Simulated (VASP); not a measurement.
Input:

```
CELL_PARAMETERS angstrom
      0.00000     2.13854     2.13854
      2.13854     0.00000     2.13854
      2.13854     2.13854     0.00000
ATOMIC_POSITIONS crystal
  Mg 0.00000 0.00000 0.00000
  O  0.50000 0.50000 0.50000
```

Computed with r2SCAN meta-GGA, VASP's PBE PAW potentials (set 64) (plane waves; VASP 6.6.1). Run with 520 eV cut-off, 11×11×11 Γ-centred mesh, Gaussian smearing of 0.050 eV, potentials Mg O.

### Question
Give the stress tensor in GPa (positive for a compressed cell).

### Answer

```
-8.83   0.00   0.00
 0.00  -8.83   0.00
 0.00   0.00  -8.83
```
The pressure is its mean diagonal, -8.83 GPa.

The compound is MgO in the rock salt structure. This cell is one point of a volume scan, at 1.06 of the reference volume.
